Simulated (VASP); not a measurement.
All values below come from LDA (Ceperley-Alder, Perdew-Zunger), VASP's LDA PAW potentials (set 64) (plane waves; VASP).

A VASP calculation is set up with these files.

**KPOINTS**
```
Automatic
0
gamma
7 7 3
```

### INCAR
```
! general
SYSTEM  = TiAg
PREC    = Accurate
ENCUT   = 300
LREAL   = .FALSE.   ! projection in real space or not
LASPH   = .TRUE.   ! aspherical one-centre terms

! electronic loop
EDIFF   = 1E-6   ! SCF stop (eV)
NELM    = 100   ! most electronic steps
ALGO    = Normal
LMAXMIX = 4

! smearing
ISMEAR  = 0   ! Gaussian
SIGMA   = 0.1

! ions
ISIF    = 2

! output
LWAVE   = .FALSE.
LCHARG  = .FALSE.
```

File POSCAR:
```
TiAg
2.903810
  1.0000000000   0.0000000000   0.0000000000
  0.0000000000   1.0000000000   0.0000000000
  0.0000000000   0.0000000000   2.8006997703
Ti Ag
2 2
Direct
 -0.0112040000   0.4726100000   0.8854590000
  0.5369810000  -0.0280850000   0.1192820000
  0.0263290000   0.5287660000   0.3759620000
  0.4478940000   0.0267090000   0.6192980000
```

POTCAR, in this order: Ti_sv Ag (LDA.64 set). Program: vasp_std.

The resulting files:

### OSZICAR
```
       N       E                     dE             d eps       ncg     rms          rms(c)
DAV:   1     0.397145623137E+03    0.39715E+03   -0.17476E+04  3996   0.140E+03
DAV:   2     0.164669005290E+02   -0.38068E+03   -0.37175E+03  4056   0.435E+02
DAV:   3    -0.259285881669E+02   -0.42395E+02   -0.41400E+02  7062   0.123E+02
DAV:   4    -0.284632809216E+02   -0.25347E+01   -0.25257E+01  5084   0.287E+01
DAV:   5    -0.286005665973E+02   -0.13729E+00   -0.13722E+00  6032   0.536E+00    0.143E+01
DAV:   6    -0.250097000420E+02    0.35909E+01   -0.16230E+01  4402   0.361E+01    0.782E+00
DAV:   7    -0.248718436083E+02    0.13786E+00   -0.29348E+00  5285   0.147E+01    0.318E+00
DAV:   8    -0.249902905440E+02   -0.11845E+00   -0.25785E+00  5533   0.131E+01    0.416E+00
DAV:   9    -0.248141170273E+02    0.17617E+00   -0.18289E+00  5683   0.787E+00    0.203E+00
DAV:  10    -0.247877136187E+02    0.26403E-01   -0.15099E-01  5802   0.343E+00    0.435E-01
DAV:  11    -0.247881504625E+02   -0.43684E-03   -0.12070E-02  5112   0.800E-01    0.107E-01
DAV:  12    -0.247881526437E+02   -0.21811E-05   -0.79585E-04  5961   0.289E-01    0.383E-02
DAV:  13    -0.247881497576E+02    0.28861E-05   -0.90672E-05  5032   0.830E-02    0.148E-02
DAV:  14    -0.247881492149E+02    0.54266E-06   -0.10025E-05  5147   0.328E-02    0.662E-03
DAV:  15    -0.247881490868E+02    0.12815E-06   -0.17631E-06  3240   0.128E-02
   1 F= -.24788149E+02 E0= -.24783293E+02  d E =-.971261E-02
```

OUTCAR:
```
------------------------ aborting loop because EDIFF is reached ----------------------------------------
  FORCE on cell =-STRESS in cart. coord.  units (eV):
  Direction    XX          YY          ZZ          XY          YZ          ZX
  --------------------------------------------------------------------------------------
  Total       -3.2830944     -3.3619841     -2.6567797     -0.0200722     -0.0602990     -0.3680434
  in kB      -76.7048462    -78.5479924    -62.0718919     -0.4689591     -1.4088017     -8.5988117
  external PRESSURE =     -72.4415769 kB  Pullay stress =       0.0000000 kB
  volume of cell :       68.58
      direct lattice vectors                 reciprocal lattice vectors
     2.903810000  0.000000000  0.000000000     0.344375149  0.000000000  0.000000000
     0.000000000  2.903810000  0.000000000     0.000000000  0.344375149  0.000000000
     0.000000000  0.000000000  8.132700000     0.000000000  0.000000000  0.122960394
 POSITION                                       TOTAL-FORCE (eV/Angst)
 -----------------------------------------------------------------------------------
      2.87128      1.37237      7.20117         0.260249      0.168374     -0.011235
      1.55929      2.82226      0.97008        -0.440025      0.229040     -0.152395
      0.07645      1.53544      3.05759        -0.250896     -0.231351     -0.297019
      1.30060      0.07756      5.03656         0.430673     -0.166063      0.460648
 -----------------------------------------------------------------------------------
    total drift:                               -0.000297      0.000413     -0.000618
  FREE ENERGIE OF THE ION-ELECTRON SYSTEM (eV)
  ---------------------------------------------------
  free  energy   TOTEN  =       -24.7881490868 eV

  energy  without entropy=      -24.7784364749  energy(sigma->0) =      -24.78329278
```
(Selected blocks of OUTCAR.)

OUTCAR:
```
 val. band max:        8.3470961673   @ k =   0.0000   0.4286   0.0000

 cond. band min:       8.3688333581   @ k =  -0.2857   0.2857   0.0000


 Fermi energy:         8.3523109924

 k-point     1 :       0.0000    0.0000    0.0000
  band No.  band energies     occupation
      1     -47.8787      2.00000
      2     -47.7431      2.00000
      3     -24.6777      2.00000
      4     -24.3722      2.00000
      5     -24.3635      2.00000
      6     -24.2846      2.00000
      7     -24.1798      2.00000
      8     -24.1677      2.00000
      9       0.8543      2.00000
     10       1.8773      2.00000
     11       1.9829      2.00000
     12       2.7469      2.00000
     13       3.1447      2.00000
     14       3.4218      2.00000
     15       3.6039      2.00000
     16       3.9771      2.00000
     17       4.3808      2.00000
     18       4.5468      2.00000
     19       4.5535      2.00000
     20       4.8428      2.00000
     21       4.8671      2.00000
     22       6.8580      2.00000
     23       7.2428      2.00000
     24       8.4229      0.31846
     25       9.4741      0.00000
     26       9.5561      0.00000
     27       9.8829      0.00000

 k-point     2 :       0.1429    0.0000    0.0000
  band No.  band energies     occupation
      1     -47.8645      2.00000
      2     -47.7408      2.00000
      3     -24.6693      2.00000
      4     -24.4661      2.00000
      5     -24.3575      2.00000
      6     -24.2804      2.00000
      7     -24.2047      2.00000
      8     -24.1823      2.00000
      9       1.2484      2.00000
     10       1.9819      2.00000
     11       2.2680      2.00000
     12       2.8460      2.00000
     13       3.1986      2.00000
     14       3.4416      2.00000
     15       3.4670      2.00000
     16       3.9828      2.00000
     17       4.1341      2.00000
     18       4.4667      2.00000
     19       4.5978      2.00000
     20       4.7848      2.00000
     21       5.4227      2.00000
...
```

At this cut-off the stress carries a Pulay error, which pulls relaxed volumes low.

The structure comes from a computed database's TiAg entry; how it stands against other phases isn't given here. The cell was not relaxed at this level, atoms are displaced from their ideal sites. The k-mesh is coarse (spacing up to 0.31 per Å, 2π included), so the numbers may not be converged in it. The run is one of a series of settings (GGA removed, POTCAR Ti_sv Ag (LDA.64 set) against the base run), some of them coarse on purpose.
